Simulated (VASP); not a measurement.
Output of a VASP run:

File OSZICAR:
```
...
       N       E                     dE             d eps       ncg     rms          rms(c)
DAV:   1    -0.104603200485E+02   -0.22667E-01   -0.45946E-01  4748   0.490E+00    0.936E-01
DAV:   2    -0.104464621644E+02    0.13858E-01   -0.26720E-02  4284   0.270E+00    0.567E-01
DAV:   3    -0.104381481390E+02    0.83140E-02   -0.11885E-02  4737   0.161E+00    0.371E-02
DAV:   4    -0.104386189342E+02   -0.47080E-03   -0.50297E-03  4157   0.737E-01    0.330E-02
DAV:   5    -0.104386223368E+02   -0.34026E-05   -0.21176E-04  5988   0.119E-01    0.180E-02
DAV:   6    -0.104386202221E+02    0.21147E-05   -0.87809E-06  3447   0.707E-02    0.271E-03
DAV:   7    -0.104386205679E+02   -0.34576E-06   -0.40572E-06  4078   0.211E-02
   5 F= -.10438621E+02 E0= -.10438345E+02  d E =-.320692E-02
       N       E                     dE             d eps       ncg     rms          rms(c)
DAV:   1    -0.104788988420E+02   -0.40279E-01   -0.78782E-01  4815   0.944E+00    0.126E+00
DAV:   2    -0.104497684397E+02    0.29130E-01   -0.11363E-01  4759   0.480E+00    0.607E-01
DAV:   3    -0.104402869973E+02    0.94814E-02   -0.11469E-02  5030   0.131E+00    0.154E-01
DAV:   4    -0.104396965397E+02    0.59046E-03   -0.45366E-03  4303   0.608E-01    0.298E-02
DAV:   5    -0.104397079073E+02   -0.11368E-04   -0.43511E-04  4668   0.216E-01    0.101E-02
DAV:   6    -0.104397024467E+02    0.54605E-05   -0.82698E-05  4733   0.108E-01    0.406E-03
DAV:   7    -0.104397025246E+02   -0.77918E-07   -0.80460E-06  4831   0.222E-02
   6 F= -.10439703E+02 E0= -.10439536E+02  d E =-.108196E-02
       N       E                     dE             d eps       ncg     rms          rms(c)
DAV:   1    -0.104418642404E+02   -0.21618E-02   -0.43139E-02  4822   0.224E+00    0.292E-01
DAV:   2    -0.104402959271E+02    0.15683E-02   -0.61279E-03  4773   0.111E+00    0.142E-01
DAV:   3    -0.104397762155E+02    0.51971E-03   -0.65058E-04  5047   0.311E-01    0.348E-02
DAV:   4    -0.104397434852E+02    0.32730E-04   -0.25283E-04  4254   0.147E-01    0.730E-03
DAV:   5    -0.104397443133E+02   -0.82810E-06   -0.27236E-05  4710   0.572E-02    0.288E-03
DAV:   6    -0.104397437977E+02    0.51559E-06   -0.46812E-06  3857   0.257E-02
   7 F= -.10439744E+02 E0= -.10439554E+02  d E =-.112323E-02
       N       E                     dE             d eps       ncg     rms          rms(c)
DAV:   1    -0.104400707931E+02   -0.32648E-03   -0.64441E-03  4822   0.864E-01    0.113E-01
DAV:   2    -0.104398312148E+02    0.23958E-03   -0.92455E-04  4794   0.433E-01    0.548E-02
DAV:   3    -0.104397538203E+02    0.77395E-04   -0.97983E-05  5022   0.121E-01    0.136E-02
DAV:   4    -0.104397493907E+02    0.44296E-05   -0.37809E-05  4233   0.568E-02    0.284E-03
DAV:   5    -0.104397495431E+02   -0.15238E-06   -0.39859E-06  3858   0.218E-02
   8 F= -.10439750E+02 E0= -.10439569E+02  d E =-.112898E-02
       N       E                     dE             d eps       ncg     rms          rms(c)
DAV:   1    -0.104398320410E+02   -0.82650E-04   -0.16075E-03  4829   0.430E-01    0.569E-02
DAV:   2    -0.104397712050E+02    0.60836E-04   -0.23604E-04  4780   0.219E-01    0.275E-02
DAV:   3    -0.104397515024E+02    0.19703E-04   -0.24518E-05  5021   0.608E-02    0.688E-03
DAV:   4    -0.104397500084E+02    0.14940E-05   -0.92393E-06  4038   0.282E-02    0.139E-03
DAV:   5    -0.104397500161E+02   -0.77162E-08   -0.94734E-07  2005   0.113E-02
   9 F= -.10439750E+02 E0= -.10439565E+02  d E =-.112945E-02
```

File OUTCAR:
```
------------------------ aborting loop because EDIFF is reached ----------------------------------------
  FORCE on cell =-STRESS in cart. coord.  units (eV):
  Direction    XX          YY          ZZ          XY          YZ          ZX
  --------------------------------------------------------------------------------------
  Total       -0.0080709     -0.0723893     -0.0074621      0.0000000     -0.0000000      0.0000000
  in kB       -0.1545745     -1.3864079     -0.1429153      0.0000000     -0.0000000      0.0000000
  external PRESSURE =      -0.5612993 kB  Pullay stress =       0.0000000 kB
  volume of cell :       83.66
      direct lattice vectors                 reciprocal lattice vectors
     2.277457352 -3.931085612  0.000000000     0.219543079 -0.127191328 -0.000000000
     2.277457352  3.931085612 -0.000000000     0.219543079  0.127191328  0.000000000
     0.000000000 -0.000000000  4.671981214     0.000000000  0.000000000  0.214041957
 POSITION                                       TOTAL-FORCE (eV/Angst)
 -----------------------------------------------------------------------------------
      2.27746      2.70780      4.29375         0.000000     -0.006877      0.008517
      2.27746      1.22328      1.95776         0.000000      0.006877      0.008517
      2.27746     -1.22328      2.71422         0.000000     -0.006877     -0.008517
      2.27746     -2.70780      0.37823         0.000000      0.006877     -0.008517
 -----------------------------------------------------------------------------------
    total drift:                                0.000000     -0.000000      0.000000
  FREE ENERGIE OF THE ION-ELECTRON SYSTEM (eV)
  ---------------------------------------------------
  free  energy   TOTEN  =       -10.4397500161 eV

  energy  without entropy=      -10.4391937796  energy(sigma->0) =      -10.43956460

 reached required accuracy - stopping structural energy minimisation
```
(Selected blocks of OUTCAR.)

**POSCAR**
```
Ga
1
    2.3298854750    -3.8956155677     0.0000000000
    2.3298854750     3.8956155677    -0.0000000000
    0.0000000000     0.0000000000     4.6109629567
Ga
4
Direct
  0.1557133048   0.8442866952   0.9190816526
  0.3442866952   0.6557133048   0.4190816526
  0.6557133048   0.3442866952   0.5809183474
  0.8442866952   0.1557133048   0.0809183474
```

**Question.** Reconstruct the remaining input files.

**Answer.** One answer among several that fit: the input of the run itself, revPBE GGA, plane waves, VASP's PBE PAW potentials (set 64).

INCAR:
```
PREC  =  Accurate
SIGMA  =  0.1
ALGO  =  Normal
NSW  =  60
EDIFF  =  1E-6   ! SCF stop (eV)
ISMEAR  =  1   ! Methfessel-Paxton
LWAVE  =  .FALSE.
LASPH  =  .TRUE.
ISIF  =  3
IBRION  =  2   ! conjugate gradients
EDIFFG  =  -0.02   ! ionic stop
GGA  =  RE
LREAL  =  .FALSE.
SYSTEM  =  Ga
LMAXMIX  =  4   ! l cut-off of mixed one-centre charges
LCHARG  =  .FALSE.
ENCUT  =  520   ! plane-wave cut-off (eV)
NELM  =  100
```

### KPOINTS
```
Automatic mesh
0
Gamma
7 7 6
0 0 0
```

POTCAR, in this order: Ga_d (PBE.64 set). Program: vasp_std.

The compound is Ga in the alpha structure. This run relaxes it. Symmetry was kept, so distortions that lower it aren't found. The start is the result of an earlier pass.
